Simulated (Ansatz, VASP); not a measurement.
**Cross-check of Se (Selenium) between VASP and Ansatz**

One calculation is typed for both programs; each brings its own data sets. How far apart do they land? The structure shown comes from an earlier Ansatz run, which isn't shown and may have moved the atoms alone.

Method: plane waves, with VASP 6.6.1 beside it; elastic constants at LDA, in Ansatz 0.2.0.

### 1. The starting structure

The structure is trigonal, space group P3_121 (No. 152). Conventional cell: a = 4.316 Å, b = 4.316 Å, c = 4.747 Å, α = 90.00°, β = 90.00°, γ = 120.00°. Se has 2 Se at 2.38 Å nearest.

### 2. Ansatz: elastic constants, LDA

Ansatz runs on its default PAW (the set named soft_2) files.

Elastic constants are differences of stresses under small strains, so they test the stress and the mesh.

The input, input.yaml:

```yaml
crystal:
  lattice:
    - [4.3155336627, 0.0, 0.0]
    - [-2.1577668314, 3.7373617828, 0.0]
    - [0.0, 0.0, 4.7468523034]
  atoms:
    - { symbol: Se, position: [0.2372101285, 0.0, 0.3333333333] }
    - { symbol: Se, position: [0.0, 0.2372101285, 0.6666666667] }
    - { symbol: Se, position: [0.7627898715, 0.7627898715, 0.0] }
kpoints:
  mp_grid: { grid: [2, 2, 2] }
hamiltonian:
  xc: lda
scf:
  occupations: { method: gaussian, width: 0.02 }
output:
  forces: true
  stress: true
  eigenvalues: true
elastic:
  mode: relaxed_ion
  stencil: two_point
```

The run is started by

```
$ ansatz run input.yaml --threads 4 --pin off --max-ram 8192MiB --backend cpu --events-out ev --progress --plain --runs-dir out
```

Numbers of over 12 decimals in the logs are rounded to 6 here.

The program printed:

```text
Engine: ansatz 0.2.0, aarch64-unknown-linux-gnu
Pseudopotentials: kind: paw
Pseudopotential: Se, paw, valence charge 16, recommended cutoff 420 eV (normal), Se.paw.azcp
Functional definition: SPW92
  exchange = slater_x
  correlation = pw_c
Crystal: 3 atoms, lattice volume = 76.561 Å³
Basis set: ecut = 420 eV, 1497 PW (Γ)
Bands: 29, of which v1, the nominal top of the filled ones, is band 24 counted from 1 (23 counted from 0)
Symmetry: 6 space group operations
Space group: P3121 (ITA 152), of the structure as read, at distance tolerance 4.2e-5 Å
k-points: 4 of 8
Non-local potential: Se, projectors of the file, l = 0: 2, l = 1: 2, l = 2: 3, l = 3: 1
PAW form: soft (Blöchl's): semilocal exchange-correlation on the pseudo side does not see the compensation charge
PAW frozen core: Se, regenerated for the run's functional, and the local potential with it (the file was generated under x = pbe(κ = 0.804, μ = 0.219515), c = pbe(β = 0.066725))
PAW one-centre angular grid: Se, 590 points (default); XC on 64 Gauss nodes
Initial density: superposition of atomic densities (neutral atoms: chi_scale 0, normalization atom), corrected by the library's trained network
Initial wavefunctions: pseudopotential atomic-orbital guess
Functional: x = slater, c = lda
SCF iter   1: F=—  HF=-16149.525406 eV  |F-HF|=—  |Δ(HF+E_count)|=         —  Δρ=4.91e-3  dr2=8.15e-3  ethr=1.77e-3  ⟨swp⟩=6.2  Hψ=516  notcnv=0
preconditioner: auto → Resta (q_TF=auto, 2.524 Å⁻¹)  ε∞=3.9  [insulator: Δε(μ)=0.559 eV  Ē_g=10.513 eV  σ=0.020 eV  W_gap=1.00  n_scr=20 (ndim 8)  ℏωp=18.0 eV  f_vac=0.066  D(μ)=0.00/eV (n_scr^D=0)  ε∞_Penn≈3.9]
SCF iter   2: F=—  HF=-16149.523582 eV  |F-HF|=—  |Δ(HF+E_count)|=   1.82e-3  Δρ=2.62e-3  dr2=2.58e-3  ethr=1.70e-5  ⟨swp⟩=2.0  Hψ=164  notcnv=0  defer=1
SCF iter   3: F=—  HF=-16149.523288 eV  |F-HF|=—  |Δ(HF+E_count)|=   2.94e-4  Δρ=2.68e-4  dr2=6.54e-5  ethr=5.37e-6  ⟨swp⟩=2.2  Hψ=158  notcnv=0  defer=1
SCF iter   4: F=—  HF=-16149.523303 eV  |F-HF|=—  |Δ(HF+E_count)|=   1.46e-5  Δρ=7.74e-5  dr2=6.08e-6  ethr=1.36e-7  ⟨swp⟩=2.5  Hψ=198  notcnv=0  defer=1
SCF iter   5: F=—  HF=-16149.523307 eV  |F-HF|=—  |Δ(HF+E_count)|=   4.10e-6  Δρ=2.36e-5  dr2=4.39e-7  ethr=1.27e-8  ⟨swp⟩=2.0  Hψ=204  notcnv=0  defer=1
SCF iter   6: F=—  HF=-16149.523305 eV  |F-HF|=—  |Δ(HF+E_count)|=   1.41e-6  Δρ=5.85e-6  dr2=2.75e-8  ethr=9.15e-10  ⟨swp⟩=2.0  Hψ=208  notcnv=0  defer=1
SCF iter   7: F=—  HF=-16149.523305 eV  |F-HF|=—  |Δ(HF+E_count)|=   1.88e-8  Δρ=1.56e-6  dr2=2.03e-9  ethr=5.74e-11  ⟨swp⟩=2.0  Hψ=208  notcnv=0  defer=1
SCF iter   8: F=—  HF=-16149.523305 eV  |F-HF|=—  |Δ(HF+E_count)|=  3.64e-12  Δρ=3.18e-7  dr2=7.91e-11  ethr=4.23e-12  ⟨swp⟩=2.0  Hψ=208  notcnv=0  defer=1
SCF iter   9: F=—  HF=-16149.523305 eV  |F-HF|=—  |Δ(HF+E_count)|=  1.82e-12  Δρ=3.36e-8  dr2=9.58e-13  ethr=1.65e-13 (applied; sched 1.00e-12)  ⟨swp⟩=2.0  Hψ=208  notcnv=0  defer=4
SCF iter  10: F=-16149.523305 eV  HF=-16149.523305 eV  |F-HF|=1.82e-12  |Δ(HF+E_count)|=  3.64e-12  Δρ=7.31e-9  dr2=4.54e-14  ethr=1.00e-12  ⟨swp⟩=7.2  Hψ=482  notcnv=0
SCF 1 converged in 10 iterations: F = -16149.523305 eV  dr2 = 4.54e-14
  greatest PAW one-centre occupation: 1.000 electrons in one spin orbital (limit 2), on the Se atom at site 1 (counted from 0), in its partial waves of l = 2
relax step   1: F+E_penalty+E_count = -16149.52330519 eV  Δ(F+E_penalty+E_count) = +0.000e0 eV  max|allowed force component| = 1.070e-3 eV/Å  Δτ_max = 0.0000 Å  (10 SCF iters, accepted)
[...]
relax step   1: F+E_penalty+E_count = -16149.52325243 eV  Δ(F+E_penalty+E_count) = +0.000e0 eV  max|allowed force component| = 2.134e-2 eV/Å  Δτ_max = 0.0000 Å  (10 SCF iters, accepted)
[...]
relax step   2: F+E_penalty+E_count = -16149.52329447 eV  Δ(F+E_penalty+E_count) = -4.204e-5 eV  max|allowed force component| = 1.280e-4 eV/Å  Δτ_max = 0.0016 Å  (9 SCF iters, accepted)
[...]
relax step   3: F+E_penalty+E_count = -16149.52329447 eV  Δ(F+E_penalty+E_count) = -1.297e-9 eV  max|allowed force component| = 4.702e-7 eV/Å  Δτ_max = 0.0000 Å  (5 SCF iters, accepted)
iter 1 solved again at ethr=1.00e-12 eV; its pass at ethr=3.10e-3 eV (dr2=2.19e-14 eV) is discarded
SCF iter   1: F=—  HF=-16149.523294 eV  |F-HF|=—  |Δ(HF+E_count)|=         —  Δρ=3.85e-9  dr2=1.91e-14  ethr=1.00e-12  ⟨swp⟩=1.0  Hψ=647  notcnv=0
SCF iter   2: F=-16149.523294 eV  HF=-16149.523294 eV  |F-HF|=1.82e-12  |Δ(HF+E_count)|=  9.09e-12  Δρ=1.62e-9  dr2=2.16e-15  ethr=1.00e-12  ⟨swp⟩=4.8  Hψ=700  notcnv=0
SCF 29 converged in 2 iterations: F = -16149.523294 eV  dr2 = 2.16e-15
SCF converged after 9 iterations
Free energy (F): -16149.523305 eV
Harris-Foulkes:  -16149.523305 eV  (|F-HF|=1.82e-12)
Internal energy: -16149.523305 eV  (E = F + TS)
E sigma→0 (E₀):  -16149.523305 eV
Fermi energy:    7.971608 eV
--- Per-component energies (eV) ---
  E_band       = -1206.439435
  E_kinetic    = 354.439909
  E_local      = -7497.486746  (includes V_loc(G=0)·N_el)
  E_nonlocal   = -1763.422487
  E_hartree    = 3678.816065
  E_xc         = -309.574717
  E_vxc        = -293.825353  (∫ρ·V_xc dr)
  E_paw        = -5482.921603  (= ΣΔE_a)
  E_vpaw       = 636.224942  (= ΣTr[D̂ρ^β])
  E_aug_tail   = -0.001823  (compensation charges beyond the density's cutoff)
  E_ewald      = -5136.023990
  E_core_change = 6.652087  (= ΣΔE_core)
  E_smearing   = -0.000000  (= −TS)
  E_closure    = -0.000000  (closes the sum)
  Σ components = -16149.523305   (vs F -16149.523305, Δ=0.00e0)
--- Forces (eV/Å), atoms counted from 1 ---
  atom   1  Se     0.00001584     0.00000000    -0.00000000
  atom   2  Se    -0.00000792     0.00001372    -0.00000000
  atom   3  Se    -0.00000792    -0.00001372    -0.00000000
  max |Σ_I F_I| component: 1.13e-16 eV/Å
--- Stress (GPa, compression-positive) ---
       -0.011456       0.000000      -0.000000
        0.000000      -0.011456       0.000000
       -0.000000       0.000000      -0.020070
  P = ⅓ Tr σ = -0.0143 GPa (-0.143 kbar)
--- Band table (eV) ---
  k-point 0: bands = [... 20 lower, 3.6279, 5.3256, 5.3256, 6.9932, 9.2492, 9.3276, 9.3276, 13.8277, ... 1 higher]
  k-point 1: bands = [... 20 lower, 3.9120, 5.7183, 5.7183, 6.4586, 8.2473, 8.2473, 8.7210, 13.9398, ... 1 higher]
  k-point 2: bands = [... 20 lower, 3.6926, 4.4775, 5.8123, 6.5286, 9.2863, 9.5139, 11.6691, 12.3145, ... 1 higher]
  k-point 3: bands = [... 20 lower, 3.0161, 5.2067, 5.9955, 7.6957, 9.5194, 10.1382, 10.4569, 13.7612, ... 1 higher]
--- Elastic constants: 3 strain directions × 2 members + reference (group order 6) ---
  dense FFT box of the reference and of every strained cell: 30×30×32
  strains applied: 11, 33, 23; error gains: componentwise 1.00 (the most a stress slope's error grows in a printed constant), spectral 1.41 (1 for all six strains in a standard setting)
  reference relaxed by the batch: 2 steps; max|allowed force component| 1.07e-3 eV/Å at the deck's positions, 1.58e-5 at the last accepted step, 1.58e-5 by the solve of record
  largest displacement 5.9e-5 Å; the constants are those of the deck's cell at these positions:
  atoms:
    - { symbol: Se, position: [0.237224, 0, 0.333333] }
    - { symbol: Se, position: [-1.3877787807814457e-17, 0.237224, 0.666667] }
    - { symbol: Se, position: [0.762776, 0.762776, 0] }
  C = ∂σ_k/∂η_j (tension-positive GPa; Voigt order 11 22 33 23 13 12):
        35.922     31.258     18.339      6.229     -0.000     -0.000
        31.258     35.922     18.339     -6.229      0.000      0.000
        18.305     18.305     66.058     -0.000     -0.000      0.000
         6.232     -6.232      0.000     11.492     -0.000      0.000
        -0.000      0.000      0.000      0.000     11.492      6.232
        -0.000      0.000     -0.000      0.000      6.229      2.332
  reference stress σ⁰ (GPa):      0.011      0.011      0.020     -0.000      0.000     -0.000
  C* (energy form; C + prestress term) asymmetry max|C*_kj − C*_jk| = 2.486e-2 GPa — a small one proves nothing (zero by symmetry where the batch's group is 432, −43m or m−3m); a large one is finite-difference/SCF noise where every solve meets its electron count
  moduli (Voigt/Reuss/Hill, GPa): K = 30.41/29.89/30.15   G = 9.73/-2.22/3.75   E = 10.81   ν = 0.440
  mechanically stable: NO (min eigenvalue of sym C = -1.37 GPa)
  strain η (Voigt 11):  stress-route row diagonal C_11 = 35.92 GPa, energy-path curvature d²(F+E_count+ΔE)/dδ²/Ω₀ = 35.83 GPa
         δ    σ_11 (GPa)             F (eV)   n_scf  n_hpsi   n_pw
    -2.000e-3      -0.0613      -16149.5232888       2    1445   1500   relax 5 steps, max|allowed force component| 4.34e-6 eV/Å
     2.000e-3       0.0824      -16149.5232436       2    1443   1508   relax 2 steps, max|allowed force component| 3.99e-5 eV/Å
  strain η (Voigt 33):  stress-route row diagonal C_33 = 66.06 GPa, energy-path curvature d²(F+E_count+ΔE)/dδ²/Ω₀ = 65.71 GPa
         δ    σ_33 (GPa)             F (eV)   n_scf  n_hpsi   n_pw
    -2.000e-3      -0.1118      -16149.5232669       2     959   1497   relax 3 steps, max|allowed force component| 5.28e-7 eV/Å
     2.000e-3       0.1524      -16149.5232210       2     949   1504   relax 3 steps, max|allowed force component| 7.22e-7 eV/Å
  strain η (Voigt 23):  stress-route row diagonal C_44 = 11.49 GPa, energy-path curvature d²(F+E_count+ΔE)/dδ²/Ω₀ = 11.52 GPa
         δ    σ_23 (GPa)             F (eV)   n_scf  n_hpsi   n_pw
    -2.000e-3      -0.0228      -16149.5232930       2    1443   1500   relax 4 steps, max|allowed force component| 2.64e-6 eV/Å
     2.000e-3       0.0232      -16149.5232945       2    1455   1500   relax 3 steps, max|allowed force component| 4.70e-7 eV/Å
```

(Continued in part 2 of 2.)

[Lines on the potential files, build, host, timing and source positions are cut from VASP's logs without a mark.]

[Logs are printed without paths, hosts, clocks, repeated set-up lines and the standing remarks that a program may print on its own settings, such as how far it seeks lower states.]

[Hosts, paths, dates, database ids (printed as entryN), source tags and the programs' standing remarks are cut or masked in the printed files.]
